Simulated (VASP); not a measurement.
A convergence study with VASP on CoAl (CsCl type): one setting is varied, all else stays as given below, so the limit is that of these other settings.

```yaml
crystal:
  lattice:
    - [2.86000, 0.00000, 0.00000]
    - [0.00000, 2.86000, 0.00000]
    - [0.00000, 0.00000, 2.86000]
  atoms:
    - { symbol: Al, position: [0.50000, 0.50000, 0.50000] }
    - { symbol: Co, position: [0.00000, 0.00000, 0.00000] }
```

The numbers are results of PBE GGA, VASP's PBE PAW potentials (set 64) (plane waves; VASP 6.6.1), not measurements. The tightest run used: 550 eV cut-off, 22×22×22 Γ-centred mesh, tetrahedra with Blöchl corrections, potentials Al Co.

The reference is 22×22×22 mesh, which took about 50 core-seconds. The timings are rough (shared machines, no repeats); factors under 2 mean little.

Question: Of the settings 3×3×3 mesh; 4×4×4 mesh; 5×5×5 mesh; 6×6×6 mesh; 7×7×7 mesh; 8×8×8 mesh; 9×9×9 mesh; 10×10×10 mesh; 11×11×11 mesh; 12×12×12 mesh; 13×13×13 mesh; 14×14×14 mesh; 15×15×15 mesh; 16×16×16 mesh; 17×17×17 mesh; 18×18×18 mesh; 19×19×19 mesh; 20×20×20 mesh; 21×21×21 mesh; 22×22×22 mesh, which is the lowest that keeps the difference from the reference in the stress, largest component (GPa) within 0.2 from there on, and what does it cost?

Answer: 6×6×6 mesh; its cost over the reference is about 1/9.
```json
[
 {"setting": "3×3×3 mesh", "difference in the stress, largest component (GPa)": "2.39", "cost over the reference": "about 1/20"},
 {"setting": "4×4×4 mesh", "difference in the stress, largest component (GPa)": "0.79", "cost over the reference": "about 1/10"},
 {"setting": "5×5×5 mesh", "difference in the stress, largest component (GPa)": "0.45", "cost over the reference": "about 1/20"},
 {"setting": "6×6×6 mesh", "difference in the stress, largest component (GPa)": "0.04", "cost over the reference": "about 1/9"},
 {"setting": "7×7×7 mesh", "difference in the stress, largest component (GPa)": "0.12", "cost over the reference": "about 1/10"},
 {"setting": "8×8×8 mesh", "difference in the stress, largest component (GPa)": "0.02", "cost over the reference": "about 1/7"},
 {"setting": "9×9×9 mesh", "difference in the stress, largest component (GPa)": "0.05", "cost over the reference": "about 1/7"},
 {"setting": "10×10×10 mesh", "difference in the stress, largest component (GPa)": "0.03", "cost over the reference": "about 1/6"},
 {"setting": "11×11×11 mesh", "difference in the stress, largest component (GPa)": "0.01", "cost over the reference": "about 1/6"},
 {"setting": "12×12×12 mesh", "difference in the stress, largest component (GPa)": "0.02", "cost over the reference": "about 1/4"},
 {"setting": "13×13×13 mesh", "difference in the stress, largest component (GPa)": "0.01", "cost over the reference": "about 1/4"},
 {"setting": "14×14×14 mesh", "difference in the stress, largest component (GPa)": "0.00", "cost over the reference": "about 1/3"},
 {"setting": "15×15×15 mesh", "difference in the stress, largest component (GPa)": "0.01", "cost over the reference": "about 1/3"},
 {"setting": "16×16×16 mesh", "difference in the stress, largest component (GPa)": "0.01", "cost over the reference": "about 1/2"},
 {"setting": "17×17×17 mesh", "difference in the stress, largest component (GPa)": "0.00", "cost over the reference": "about 1/2"},
 {"setting": "18×18×18 mesh", "difference in the stress, largest component (GPa)": "0.00", "cost over the reference": "within a factor of 2"},
 {"setting": "19×19×19 mesh", "difference in the stress, largest component (GPa)": "0.00", "cost over the reference": "within a factor of 2"},
 {"setting": "20×20×20 mesh", "difference in the stress, largest component (GPa)": "0.00", "cost over the reference": "within a factor of 2"},
 {"setting": "21×21×21 mesh", "difference in the stress, largest component (GPa)": "0.00", "cost over the reference": "within a factor of 2"},
 {"setting": "22×22×22 mesh", "difference in the stress, largest component (GPa)": "0.00", "cost over the reference": "reference"}
]
```

Left out are rungs that failed or repeat a setting and relaxations that didn't move; long series are thinned to 24 rows.

The compound is CoAl in the CsCl type structure. The cell was not relaxed at this level. The run is not spin-polarised, so no magnetic state was tried.
